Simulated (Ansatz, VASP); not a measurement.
# Cross-check of KTaO3 between VASP and Ansatz, part 3 of 3

One calculation is typed for both programs; each brings its own data sets. How far apart do they land? The cell is taken from a series of runs on this material, whose earlier steps may have relaxed, scaled, displaced or heated it; both programs get it as it stands.

VASP 6.6.1 and Ansatz 0.2.0.

So far: Starting point; Ansatz: zone-centre phonons, LDA; VASP: zone-centre phonons, LDA.

### Step 3. VASP: zone-centre phonons, LDA (continued)

Level of this step: LDA; plane waves and PAW (O, K_sv, Ta_pv) (VASP).

Numbers of over 12 decimals in the logs are rounded to 6 here.

OUTCAR, selected parts (step 3):

```text
ion  position               nearest neighbor table
   1  0.500  0.000  0.000-   5 2.00   5 2.00   4 2.83   4 2.83   4 2.83   4 2.83
   2  0.000  0.500  0.000-   5 2.00   5 2.00   4 2.83   4 2.83   4 2.83   4 2.83
   3  0.000  0.000  0.500-   5 2.00   5 2.00   4 2.83   4 2.83   4 2.83   4 2.83
   4  0.500  0.500  0.500-   1 2.83   2 2.83   3 2.83   1 2.83   2 2.83   1 2.83   3 2.83   1 2.83
                             2 2.83   3 2.83   2 2.83   3 2.83   5 3.47   5 3.47   5 3.47   5 3.47
   5  0.000  0.000  0.000-   1 2.00   2 2.00   3 2.00   3 2.00   2 2.00   1 2.00   4 3.47   4 3.47
                             4 3.47   4 3.47   4 3.47   4 3.47   4 3.47   4 3.47

  LATTYP: Found a simple cubic cell.
 ALAT       =     4.0033539001

 Subroutine GETGRP returns: Found 48 space group operations
 (whereof 48 operations were pure point group operations)

The static configuration has the point symmetry O_h .

 Found     35 irreducible k-points:

   k-points           NKPTS =     35   k-points in BZ     NKDIM =     35   number of bands    NBANDS=     25

   dimension x,y,z NGX =    32 NGY =   32 NGZ =   32
   dimension x,y,z NGXF=    64 NGYF=   64 NGZF=   64

   ENCUT  =  600.0 eV  44.10 Ry    6.64 a.u.   8.00  8.00  8.00*2*pi/ulx,y,z

   NELECT =      38.0000    total number of electrons

 k-points in reciprocal lattice and weights: Automatic mesh
   0.00000000  0.00000000  0.00000000       0.002
   0.12500000  0.00000000  0.00000000       0.012
   0.25000000  0.00000000  0.00000000       0.012
   0.37500000  0.00000000  0.00000000       0.012
   0.50000000  0.00000000  0.00000000       0.006
   0.12500000  0.12500000  0.00000000       0.023
   0.25000000  0.12500000  0.00000000       0.047
   0.37500000  0.12500000  0.00000000       0.047
   0.50000000  0.12500000  0.00000000       0.023
[...]
0.50000000  0.50000000  0.37500000       0.012
   0.50000000  0.50000000  0.50000000       0.002

 average (electrostatic) potential at core
       1 -73.0968       2 -73.0968       3 -73.0968       4 -32.2948       5 -41.4282

  Total       -2.7242177     -2.7242177     -2.7242177      0.0000000     -0.0000000      0.0000000
[...]
2     0.00000     1.14740    -0.00000
    3    -0.00000    -0.00000     1.14740
 ion    5
    1     8.83269     0.00000     0.00000
    2    -0.00000     8.83269    -0.00000
    3     0.00000     0.00000     8.83269

 Eigenvectors and eigenvalues of the dynamical matrix
 ----------------------------------------------------

   1 f  =   15.337766 THz    96.370028 2PiTHz  511.612816 cm-1    63.431876 meV
             X         Y         Z           dx          dy          dz
      2.001677  0.000000  0.000000    -0.247683   -0.394344   -0.000000
      0.000000  2.001677  0.000000     0.126615    0.771414    0.000000
      0.000000  0.000000  2.001677     0.126615   -0.394344    0.000000
      2.001677  2.001677  2.001677     0.005403   -0.016827    0.000000
      0.000000  0.000000  0.000000    -0.004152    0.012931    0.000000

   2 f  =   15.337766 THz    96.370028 2PiTHz  511.612816 cm-1    63.431876 meV
             X         Y         Z           dx          dy          dz
      2.001677  0.000000  0.000000    -0.771414    0.126615    0.000000
      0.000000  2.001677  0.000000     0.394344   -0.247683    0.000000
      0.000000  0.000000  2.001677     0.394344    0.126615   -0.000000
      2.001677  2.001677  2.001677     0.016827    0.005403   -0.000000
      0.000000  0.000000  0.000000    -0.012931   -0.004152   -0.000000

   3 f  =   15.337766 THz    96.370028 2PiTHz  511.612816 cm-1    63.431876 meV
             X         Y         Z           dx          dy          dz
      2.001677  0.000000  0.000000    -0.000000    0.000000   -0.414172
      0.000000  2.001677  0.000000     0.000000   -0.000000   -0.414172
      0.000000  0.000000  2.001677     0.000000    0.000000    0.810202
      2.001677  2.001677  2.001677     0.000000    0.000000   -0.017673
      0.000000  0.000000  0.000000     0.000000    0.000000    0.013582

   4 f  =    7.745432 THz    48.665983 2PiTHz  258.359794 cm-1    32.032518 meV
             X         Y         Z           dx          dy          dz
      2.001677  0.000000  0.000000     0.000000    0.000085   -0.115105
      0.000000  2.001677  0.000000    -0.697675    0.000000    0.115105
      0.000000  0.000000  2.001677     0.697675   -0.000085   -0.000000
      2.001677  2.001677  2.001677     0.000000   -0.000000    0.000000
      0.000000  0.000000  0.000000     0.000000    0.000000    0.000000

   5 f  =    7.745432 THz    48.665983 2PiTHz  258.359794 cm-1    32.032518 meV
             X         Y         Z           dx          dy          dz
      2.001677  0.000000  0.000000     0.000000    0.642845   -0.290592
      0.000000  2.001677  0.000000     0.048021   -0.000000    0.290592
      0.000000  0.000000  2.001677    -0.048021   -0.642845   -0.000000
      2.001677  2.001677  2.001677    -0.000000    0.000000   -0.000000
      0.000000  0.000000  0.000000     0.000000   -0.000000    0.000000

   6 f  =    7.745432 THz    48.665983 2PiTHz  258.359794 cm-1    32.032518 meV
             X         Y         Z           dx          dy          dz
      2.001677  0.000000  0.000000     0.000000   -0.294533   -0.634277
      0.000000  2.001677  0.000000     0.104609   -0.000000    0.634277
      0.000000  0.000000  2.001677    -0.104609    0.294533   -0.000000
      2.001677  2.001677  2.001677    -0.000000    0.000000   -0.000000
      0.000000  0.000000  0.000000     0.000000   -0.000000    0.000000

   7 f  =    5.074994 THz    31.887130 2PiTHz  169.283589 cm-1    20.988481 meV
             X         Y         Z           dx          dy          dz
      2.001677  0.000000  0.000000    -0.054956   -0.120985    0.117915
      0.000000  2.001677  0.000000    -0.062006   -0.107229    0.117915
      0.000000  0.000000  2.001677    -0.062006   -0.120985    0.104507
      2.001677  2.001677  2.001677     0.315091    0.614797   -0.599194
      0.000000  0.000000  0.000000    -0.093409   -0.182257    0.177632

   8 f  =    5.074994 THz    31.887130 2PiTHz  169.283589 cm-1    20.988481 meV
             X         Y         Z           dx          dy          dz
      2.001677  0.000000  0.000000    -0.038703   -0.109860   -0.135684
      0.000000  2.001677  0.000000    -0.043668   -0.097368   -0.135684
      0.000000  0.000000  2.001677    -0.043668   -0.109860   -0.120256
      2.001677  2.001677  2.001677     0.221902    0.558263    0.689489
      0.000000  0.000000  0.000000    -0.065783   -0.165497   -0.204400

   9 f  =    5.074994 THz    31.887130 2PiTHz  169.283589 cm-1    20.988481 meV
             X         Y         Z           dx          dy          dz
      2.001677  0.000000  0.000000     0.144644   -0.075362    0.008495
      0.000000  2.001677  0.000000     0.163201   -0.066793    0.008495
      0.000000  0.000000  2.001677     0.163201   -0.075362    0.007529
      2.001677  2.001677  2.001677    -0.829319    0.382961   -0.043170
      0.000000  0.000000  0.000000     0.245852   -0.113529    0.012798

  10 f  =    0.259884 THz     1.632899 2PiTHz    8.668797 cm-1     1.074793 meV
             X         Y         Z           dx          dy          dz
      2.001677  0.000000  0.000000    -0.041553    0.542539    0.001822
      0.000000  2.001677  0.000000    -0.040107    0.562103    0.001822
      0.000000  0.000000  2.001677    -0.040107    0.542539    0.001888
      2.001677  2.001677  2.001677    -0.021713    0.293726    0.000986
      0.000000  0.000000  0.000000     0.004449   -0.060188   -0.000202

  11 f  =    0.259884 THz     1.632899 2PiTHz    8.668797 cm-1     1.074793 meV
             X         Y         Z           dx          dy          dz
      2.001677  0.000000  0.000000     0.562080    0.040122   -0.005057
      0.000000  2.001677  0.000000     0.542517    0.041569   -0.005057
      0.000000  0.000000  2.001677     0.542517    0.040122   -0.005239
      2.001677  2.001677  2.001677     0.293714    0.021722   -0.002738
      0.000000  0.000000  0.000000    -0.060186   -0.004451    0.000561

  12 f  =    0.259884 THz     1.632899 2PiTHz    8.668797 cm-1     1.074793 meV
             X         Y         Z           dx          dy          dz
      2.001677  0.000000  0.000000     0.005364   -0.001444    0.543996
      0.000000  2.001677  0.000000     0.005177   -0.001496    0.543996
      0.000000  0.000000  2.001677     0.005177   -0.001444    0.563612
      2.001677  2.001677  2.001677     0.002803   -0.000782    0.294515
      0.000000  0.000000  0.000000    -0.000574    0.000160   -0.060350

  13 f/i=    0.137058 THz     0.861160 2PiTHz    4.571761 cm-1     0.566826 meV
             X         Y         Z           dx          dy          dz
      2.001677  0.000000  0.000000    -0.010858   -0.003079   -0.008684
      0.000000  2.001677  0.000000    -0.005545   -0.006029   -0.008684
      0.000000  0.000000  2.001677    -0.005545   -0.003079   -0.017005
      2.001677  2.001677  2.001677     0.142751    0.079262    0.223580
      0.000000  0.000000  0.000000     0.495284    0.275004    0.775722

  14 f/i=    0.137058 THz     0.861160 2PiTHz    4.571761 cm-1     0.566826 meV
             X         Y         Z           dx          dy          dz
      2.001677  0.000000  0.000000     0.014747    0.004325   -0.006342
      0.000000  2.001677  0.000000     0.007531    0.008469   -0.006342
      0.000000  0.000000  2.001677     0.007531    0.004325   -0.012418
      2.001677  2.001677  2.001677    -0.193887   -0.111352    0.163269
      0.000000  0.000000  0.000000    -0.672702   -0.386342    0.566471

  15 f/i=    0.137058 THz     0.861160 2PiTHz    4.571761 cm-1     0.566826 meV
             X         Y         Z           dx          dy          dz
      2.001677  0.000000  0.000000     0.010395   -0.009352   -0.000074
      0.000000  2.001677  0.000000     0.005308   -0.018312   -0.000074
      0.000000  0.000000  2.001677     0.005308   -0.009352   -0.000145
      2.001677  2.001677  2.001677    -0.136668    0.240762    0.001906
      0.000000  0.000000  0.000000    -0.474177    0.835338    0.006614

 MACROSCOPIC STATIC DIELECTRIC TENSOR IONIC CONTRIBUTION
 ------------------------------------------------------
       19567.531907     0.000000    -0.000000
           0.000000 19567.531907    -0.000000
          -0.000000    -0.000000 19567.531907
 ------------------------------------------------------

 ELASTIC MODULI CONTR FROM IONIC RELAXATION (kBar)
 Direction    XX          YY          ZZ          XY          YZ          ZX
 --------------------------------------------------------------------------------
 XX           0.0000      0.0000      0.0000      0.0000      0.0000      0.0000
 YY           0.0000      0.0000      0.0000      0.0000      0.0000      0.0000
 ZZ           0.0000      0.0000      0.0000      0.0000      0.0000      0.0000
 XY           0.0000      0.0000      0.0000      0.0000      0.0000      0.0000
 YZ           0.0000      0.0000      0.0000      0.0000      0.0000      0.0000
 ZX           0.0000      0.0000      0.0000      0.0000      0.0000      0.0000
 --------------------------------------------------------------------------------

 PIEZOELECTRIC TENSOR IONIC CONTR  for field in x, y, z        (C/m^2)
          XX          YY          ZZ          XY          YZ          ZX
  --------------------------------------------------------------------------------
  x     0.00000     0.00000     0.00000     0.00000     0.00000     0.00000
  y     0.00000     0.00000     0.00000     0.00000     0.00000     0.00000
  z     0.00000     0.00000     0.00000     0.00000     0.00000     0.00000
```

### Step 4. Comparison

Known differences besides the potentials themselves: the two LDA forms differ slightly; fixed occupations in Ansatz, narrow Gaussian smearing in VASP; VASP's response is taken on the typed mesh, Ansatz refines its own for the field response alone; the data sets hold 40 valence electrons in Ansatz (on its PAW soft_1 files) and 38 in VASP; the cutoff is 420 eV in Ansatz and 600 eV in VASP; VASP's log shows a relativistic correction to its local exchange, Ansatz's none. Total energies have different zeros and are not compared.

The two programs side by side:

| quantity | Ansatz | VASP | difference |
| --- | --- | --- | --- |
| ε∞ xx | 5.52 | 5.61 | -1.66 % |
| ε∞ yy | 5.52 | 5.61 | -1.66 % |
| ε∞ zz | 5.52 | 5.61 | -1.66 % |
| Born charge of O1 (mean of the diagonal) (e) | -3.30 | -3.33 | +0.03 |
| Born charge of K4 (mean of the diagonal) (e) | 1.15 | 1.15 | 0.00 |
| Born charge of Ta5 (mean of the diagonal) (e) | 8.76 | 8.83 | -0.08 |
| optical mode 1 to 3 (imaginary, printed as negative) (cm⁻¹) | -71.0 | 8.7 | -79.6 |
| optical mode 4 to 6 (cm⁻¹) | 165.6 | 169.3 | -2.19 % |
| optical mode 7 to 9 (cm⁻¹) | 259.6 | 258.4 | +0.50 % |
| optical mode 10 to 12 (cm⁻¹) | 502.7 | 511.6 | -1.74 % |

Modes are paired by rising frequency, not by their patterns, so a pair may set unlike modes beside each other; they are those without the splitting of longitudinal modes.

### Step 5. Results

```yaml
r_m_s_difference_of_the_optical_zone_centre_modes_each_program_s_sorted_by_frequency_zone_centre_phonons_lda: 40 cm⁻¹
difference_in_optical_mode_4_to_6_zone_centre_phonons_lda: -2.2 %
```

In words: The r.m.s. difference of the optical zone-centre modes, each program's sorted by frequency is 40 cm⁻¹ (zone-centre phonons, LDA). The data sets hold unlike numbers of valence electrons (40 in Ansatz and 38 in VASP), so part of the differences comes from the potentials. Among the rows given in per cent, the largest difference of the zone-centre phonons, LDA pair is in optical mode 4 to 6, -2.2 %. What causes the difference of the zone-centre phonons, LDA pair stays open here. Such differences can come from data sets, numerical settings and the points named under the comparisons, not from the functional's error against experiment.

[Lines on the potential files, build, host, timing and source positions are cut from VASP's logs without a mark.]

[Logs are printed without paths, hosts, clocks, repeated set-up lines and the standing remarks that a program may print on its own settings, such as how far it seeks lower states.]

[Hosts, paths, dates, database ids (printed as entryN), source tags and the programs' standing remarks are cut or masked in the printed files.]
